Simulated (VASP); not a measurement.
Method: RPBE GGA, VASP's PBE PAW potentials (set 64) (plane waves; VASP). For the first row: Run with 520 eV cut-off, 9×9×9 Γ-centred mesh, first-order Methfessel-Paxton smearing of 0.10 eV, potentials Al Au.

```csv
system,energy (eV/atom)
AuAl$_{2}$ (fluorite),-3.6328
Al (fcc),-3.5076
Au (fcc),-2.6347
```

The references are the elements' solids at the same level; no temperature or zero-point terms are added.  Spin-orbit coupling is left out, which shifts such energies by up to tenths of an eV for the heavy elements here.

**Question.** What is the formation energy per atom of AuAl$_{2}$?

**Answer.** The references average (2×(-3.5076) + 1×(-2.6347))/3 = -3.2166 eV, so the formation energy is -3.6328 − (-3.2166) = -0.416 eV/atom.
